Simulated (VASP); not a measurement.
Calculation: PBEsol GGA, VASP's PBE PAW potentials (set 64) (plane waves; VASP).

The input files of a VASP run:

### INCAR
```
LREAL = .FALSE.   # projection in real space or not
PREC = Accurate
NSW = 60   # most ionic steps
ISMEAR = 0   # Gaussian
GGA = PS   # PBEsol
EDIFF = 1E-6
ENCUT = 520
LWAVE = .FALSE.
SYSTEM = Al2O3
ALGO = Normal
EDIFFG = -0.02   # ionic stop
ISIF = 3
SIGMA = 0.05   # width (eV)
LCHARG = .FALSE.
IBRION = 2
NELM = 100   # most electronic steps
LASPH = .TRUE.   # aspherical one-centre terms
```

### POSCAR
```
Al2O3
1
    2.3862301589     1.3776909384     4.3419061190
   -2.3862301589     1.3776909384     4.3419061190
   -0.0000000000    -2.7553808904     4.3419061212
Al O
4 6
Direct
  0.1479083238   0.1479083238   0.1479083238
  0.8520916762   0.8520916762   0.8520916762
  0.3520916762   0.3520916762   0.3520916762
  0.6479083238   0.6479083238   0.6479083238
  0.9441418908   0.5558581092   0.2500000000
  0.0558581092   0.4441418908   0.7500000000
  0.2500000000   0.9441418908   0.5558581092
  0.7500000000   0.0558581092   0.4441418908
  0.5558581092   0.2500000000   0.9441418908
  0.4441418908   0.7500000000   0.0558581092
```

### KPOINTS
```
Automatic mesh
0
Gamma
5 5 5
```

POTCAR, in this order: Al O (PBE.64 set). Program: vasp_std.

What VASP printed:

**OSZICAR**
```
       N       E                     dE             d eps       ncg     rms          rms(c)
DAV:   1     0.251626362408E+03    0.25163E+03   -0.25608E+04  1140   0.152E+03
DAV:   2    -0.724617901465E+02   -0.32409E+03   -0.31313E+03  1500   0.315E+02
DAV:   3    -0.857875086122E+02   -0.13326E+02   -0.13289E+02  1362   0.712E+01
DAV:   4    -0.859041822746E+02   -0.11667E+00   -0.11652E+00  1368   0.749E+00
DAV:   5    -0.859057969659E+02   -0.16147E-02   -0.16145E-02  1314   0.883E-01    0.165E+01
DAV:   6    -0.787478885114E+02    0.71579E+01   -0.31120E+01  1326   0.307E+01    0.603E+00
DAV:   7    -0.786929354690E+02    0.54953E-01   -0.56145E-01  1334   0.430E+00    0.316E+00
DAV:   8    -0.786633311975E+02    0.29604E-01   -0.52418E-02  1338   0.209E+00    0.621E-01
DAV:   9    -0.786639806174E+02   -0.64942E-03   -0.94312E-03  1332   0.610E-01    0.315E-01
DAV:  10    -0.786642752060E+02   -0.29459E-03   -0.42359E-04  1356   0.145E-01    0.551E-02
DAV:  11    -0.786642419811E+02    0.33225E-04   -0.25617E-04  1350   0.945E-02    0.256E-02
DAV:  12    -0.786642424511E+02   -0.47000E-06   -0.13894E-05  1362   0.244E-02    0.417E-03
DAV:  13    -0.786642420699E+02    0.38122E-06   -0.20031E-06   876   0.855E-03
   1 F= -.78664242E+02 E0= -.78664242E+02  d E =-.786642E+02
```

**OUTCAR**
```
------------------------ aborting loop because EDIFF is reached ----------------------------------------
  FORCE on cell =-STRESS in cart. coord.  units (eV):
  Direction    XX          YY          ZZ          XY          YZ          ZX
  --------------------------------------------------------------------------------------
  Total        0.1058441      0.1058441     -0.1915003      0.0000000     -0.0000000      0.0000000
  in kB        1.9800747      1.9800747     -3.5824846      0.0000000     -0.0000003      0.0000000
  external PRESSURE =       0.1258883 kB  Pullay stress =       0.0000000 kB
  volume of cell :       85.64
      direct lattice vectors                 reciprocal lattice vectors
     2.386230159  1.377690938  4.341906119     0.209535530  0.120975396  0.076771189
    -2.386230159  1.377690938  4.341906119    -0.209535530  0.120975396  0.076771189
     0.000000000 -2.755380890  4.341906121     0.000000000 -0.241950791  0.076771216
 POSITION                                       TOTAL-FORCE (eV/Angst)
 -----------------------------------------------------------------------------------
      0.00000      0.00000      1.92661         0.000000      0.000000      0.012447
      0.00000      0.00000     11.09911         0.000000     -0.000000     -0.012447
      0.00000      0.00000      4.58625         0.000000     -0.000000     -0.012447
      0.00000      0.00000      8.43947         0.000000      0.000000      0.012447
      0.92653      1.37769      7.59834         0.002758      0.000000      0.000000
     -0.92653     -1.37769      5.42738        -0.002758      0.000000      0.000000
     -1.65638      0.11356      7.59834        -0.001379      0.002388     -0.000000
      1.65638     -0.11356      5.42738         0.001379     -0.002388      0.000000
      0.72985     -1.49125      7.59834        -0.001379     -0.002388      0.000000
     -0.72985      1.49125      5.42738         0.001379      0.002388     -0.000000
 -----------------------------------------------------------------------------------
    total drift:                               -0.000000      0.000000     -0.000000
  FREE ENERGIE OF THE ION-ELECTRON SYSTEM (eV)
  ---------------------------------------------------
  free  energy   TOTEN  =       -78.6642420699 eV

  energy  without entropy=      -78.6642420699  energy(sigma->0) =      -78.66424207

 reached required accuracy - stopping structural energy minimisation
```
(Selected blocks of OUTCAR.)

File OUTCAR:
```
 val. band max:        5.9406183209   @ k =   0.0000   0.0000   0.0000

 cond. band min:      11.9848328444   @ k =   0.0000   0.0000   0.0000


 Fermi energy:         6.1994686572

 k-point     1 :       0.0000    0.0000    0.0000
  band No.  band energies     occupation
      1     -13.2015      2.00000
      2     -10.8523      2.00000
      3     -10.5655      2.00000
      4     -10.5655      2.00000
      5     -10.2427      2.00000
      6     -10.2427      2.00000
      7      -0.9865      2.00000
      8       0.0074      2.00000
      9       0.3745      2.00000
     10       0.3745      2.00000
     11       1.4905      2.00000
     12       1.5863      2.00000
     13       1.5863      2.00000
     14       2.6200      2.00000
     15       2.9995      2.00000
     16       4.5320      2.00000
     17       4.5320      2.00000
     18       4.6585      2.00000
     19       4.6585      2.00000
     20       5.4520      2.00000
     21       5.4520      2.00000
     22       5.9125      2.00000
     23       5.9125      2.00000
     24       5.9406      2.00000
     25      11.9848      0.00000
     26      14.8626      0.00000
     27      16.5312      0.00000
     28      17.2735      0.00000
     29      17.2735      0.00000
     30      17.4105      0.00000

 k-point     2 :       0.2000    0.0000   -0.0000
  band No.  band energies     occupation
      1     -12.9954      2.00000
      2     -10.9879      2.00000
      3     -10.6536      2.00000
      4     -10.6020      2.00000
      5     -10.3385      2.00000
      6     -10.2610      2.00000
      7      -0.7818      2.00000
      8      -0.2394      2.00000
      9       0.1217      2.00000
     10       0.8764      2.00000
     11       1.1384      2.00000
     12       1.5820      2.00000
     13       2.6823      2.00000
     14       3.3288      2.00000
     15       3.3492      2.00000
     16       3.9385      2.00000
     17       4.3036      2.00000
     18       4.5685      2.00000
...
```

The structure comes from a computed database's Al2O3 entry (R-3c); how it stands against other phases isn't given here. It was relaxed first. The start is the result of an earlier pass.
